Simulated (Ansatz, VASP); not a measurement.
# KHgClF2: VASP beside Ansatz, part 2 of 2

Aim: how closely do two programs agree when they are given the same cell, functional and k mesh? The cell is invented: As first built, before any earlier steps moved the atoms (in the runner's words): it takes the KHgF3 structure with some of its atoms replaced by other elements, volume scaled by an estimate. It may not be a known or stable phase. The cell is taken from a series of VASP runs on this material, whose earlier steps may have relaxed, scaled or displaced it; both programs get it as it stands.

VASP 6.6.1 and Ansatz 0.2.0.

So far: The starting structure; Ansatz: relaxation of cell and atoms, PBE; VASP: relaxation of cell and atoms, PBE.

## Step 3: VASP: relaxation of cell and atoms, PBE (continued)

Level of this step: PBE; plane waves and PAW (Hg, K_sv, Cl, F); invented cell (VASP).

Numbers of over 12 decimals in the logs are rounded to 6 here.

Parts of OUTCAR (step 3):

```text
ion  position               nearest neighbor table
   1  0.500  0.500  0.000-   4 2.32   5 2.32   4 2.32   5 2.32   3 2.61   3 2.61
   2  0.000  0.000  0.500-
   3  0.500  0.500  0.500-   1 2.61   1 2.61
   4  0.500  0.000  0.000-   1 2.32   1 2.32
   5  0.000  0.500  0.000-   1 2.32   1 2.32

  LATTYP: Found a base centered orthorhombic cell.
 ALAT       =     6.5455233262
 B/A-ratio  =     1.0046464232
 C/A-ratio  =     0.7981243395

 Subroutine GETGRP returns: Found  8 space group operations
 (whereof  8 operations were pure point group operations)

The static configuration has the point symmetry D_2h.

 Found     21 irreducible k-points:

   k-points           NKPTS =     21   k-points in BZ     NKDIM =     21   number of bands    NBANDS=     27

   dimension x,y,z NGX =    36 NGY =   36 NGZ =   40
   dimension x,y,z NGXF=    72 NGYF=   72 NGZF=   80

   ENCUT  =  520.0 eV  38.22 Ry    6.18 a.u.   8.63  8.63  9.71*2*pi/ulx,y,z

   NELECT =      42.0000    total number of electrons

 k-points in reciprocal lattice and weights: Automatic mesh
   0.00000000  0.00000000  0.00000000       0.016
   0.25000000  0.00000000  0.00000000       0.062
   0.50000000  0.00000000  0.00000000       0.031
   0.25000000  0.25000000  0.00000000       0.031
   0.50000000  0.25000000  0.00000000       0.062
  -0.25000000  0.25000000  0.00000000       0.031
   0.50000000  0.50000000  0.00000000       0.016
   0.00000000  0.00000000  0.25000000       0.031
   0.25000000  0.00000000  0.25000000       0.125
[...]
-0.25000000  0.25000000  0.50000000       0.031
   0.50000000  0.50000000  0.50000000       0.016

 average (electrostatic) potential at core
       1 -42.1526       2 -36.7904       3 -95.3777       4 -78.2883       5 -78.2883

 E-fermi :  -0.7421

 k-point     1 :       0.0000    0.0000    0.0000
  band No.  band energies     occupation
    ...
     17      -2.7942      2.00000
     18      -2.7900      2.00000
     19      -2.6372      2.00000
     20      -2.6368      2.00000
     21      -2.6077      2.00000
     22      -0.5865      0.00001
     23       4.5754      0.00000
     24       5.4879      0.00000
     25       6.9923      0.00000
     26       7.4384      0.00000
    ...

 k-point     2 :       0.2500    0.0000    0.0000
  band No.  band energies     occupation
    ...
     17      -2.8031      2.00000
     18      -2.7864      2.00000
     19      -2.7116      2.00000
     20      -2.6425      2.00000
     21      -2.6055      2.00000
     22       0.5864      0.00000
     23       5.1902      0.00000
     24       6.0342      0.00000
     25       7.0517      0.00000
     26       7.8108      0.00000
    ...

 k-point     3 :       0.5000    0.0000    0.0000
  band No.  band energies     occupation
    ...
     17      -2.8937      2.00000
     18      -2.7550      2.00000
     19      -2.7095      2.00000
     20      -2.6066      2.00000
     21      -2.5222      2.00000
     22       1.9041      0.00000
     23       5.3342      0.00000
     24       6.7926      0.00000
     25       7.6338      0.00000
     26       7.7778      0.00000
    ...

  Total       -0.0059131     -0.0283082     -0.0362538      0.0000000      0.0000000      0.0000000
  in kB       -0.0833253     -0.3989089     -0.5108755      0.0000000      0.0000000      0.0000000
  external PRESSURE =      -0.3310366 kB  Pullay stress =       0.0000000 kB

  energy-cutoff  :      520.00
  volume of cell :      113.70
      direct lattice vectors                 reciprocal lattice vectors
     3.269321925 -3.273620950  0.000000000     0.152936912 -0.152736070  0.000000000
     3.269321925  3.273620950  0.000000000     0.152936912  0.152736070  0.000000000
     0.000000000  0.000000000  5.311690450     0.000000000  0.000000000  0.188263983

 POSITION                                       TOTAL-FORCE (eV/Angst)
 -----------------------------------------------------------------------------------
      3.26932      0.00000      0.00000         0.000000      0.000000      0.000000
      0.00000     -0.00000      2.65585         0.000000      0.000000      0.000000
      3.26932      0.00000      2.65585         0.000000     -0.000000      0.000000
      1.63466     -1.63681      0.00000        -0.000000     -0.000000      0.000000
      1.63466      1.63681      0.00000         0.000000      0.000000      0.000000
 -----------------------------------------------------------------------------------
    total drift:                                0.000000      0.000000     -0.000000

  FREE ENERGIE OF THE ION-ELECTRON SYSTEM (eV)
  ---------------------------------------------------
  free  energy   TOTEN  =       -14.8695435922 eV

  energy  without entropy=      -14.8695435354  energy(sigma->0) =      -14.86954356

 reached required accuracy - stopping structural energy minimisation

 total charge
# of ion       s       p       d       tot
------------------------------------------
    1        0.459   0.253   9.534  10.247
    2        1.950   5.575   0.012   7.537
    3        1.598   3.525   0.000   5.122
    4        1.740   4.291   0.000   6.031
    5        1.740   4.291   0.000   6.031
--------------------------------------------------
tot          7.487  17.935   9.546  34.968

[... 3 further parts left out ...]
```

CONTCAR:

```
KHgClF2
   1.00000000000000
     3.2693219245620844   -3.2736209495643798    0.0000000000000000
     3.2693219245620844    3.2736209495643798    0.0000000000000000
     0.0000000000000000    0.0000000000000000    5.3116904502493458
  Hg              K               Cl              F
     1     1     1     2
Direct
     0.5000000000000000    0.5000000000000000    0.0000000000000000
     0.0000000000000000    0.0000000000000000    0.5000000000000000
     0.5000000000000000    0.5000000000000000    0.5000000000000000
     0.5000000000000000    0.0000000000000000    0.0000000000000000
     0.0000000000000000    0.5000000000000000    0.0000000000000000
```

The run keeps the 8 symmetry operations of its start, so it cannot find a distortion of lower symmetry.

## Step 4: Differences

Known differences besides the potentials themselves: both relaxations stop at a tolerance, which leaves soft axes loose, and VASP keeps its plane-wave basis; the data sets hold 50 valence electrons in Ansatz (default PAW (the set named soft_2) files) and 42 in VASP; the cutoff is 420 eV in Ansatz and 520 eV in VASP; VASP leaves aspherical gradient terms in its spheres out (LASPH is not set), Ansatz keeps them; Ansatz adds a Pulay correction to the stress that steers its cell, VASP none. Total energies have different zeros and are not compared.

Both answers:

| quantity | Ansatz | VASP | difference |
| --- | --- | --- | --- |
| volume (Å³) | 113.26 | 113.70 | -0.38 % |
| edge a after relaxation, in the typed setting (Å) | 4.615 | 4.627 | -0.26 % |
| edge c after relaxation, in the typed setting (Å) | 5.318 | 5.312 | +0.13 % |

The walks stopped with 0.00 GPa left in Ansatz and -0.03 GPa in VASP; each walk ends within a tolerance, so the volume difference is uncertain by about these residues over the bulk modulus, most in soft cells. Found at a tolerance of 0.01 Å, the end structures differ in symmetry: P4/mmm in Ansatz, Cmmm in VASP; the atoms lie within 0.05 Å of each other, which can come from where the walks stopped or from unlike electronic states.

## Step 5: Outcome

- difference in volume (relaxation of cell and atoms, PBE): -0.38 %

What this shows: The difference in volume is -0.38 % (relaxation of cell and atoms, PBE), within the 1.2 % picked in this series as the mark of a large difference, as far as the stopping tolerances let one tell. Such differences can come from data sets, numerical settings and the points named under the comparisons, not from the functional's error against experiment.

[Lines on the potential files, build, host, timing and source positions are cut from VASP's logs without a mark.]

[Logs are printed without paths, hosts, clocks, repeated set-up lines and the standing remarks that a program may print on its own settings, such as how far it seeks lower states.]

[Hosts, paths, dates, database ids (printed as entryN), source tags and the programs' standing remarks are cut or masked in the printed files.]
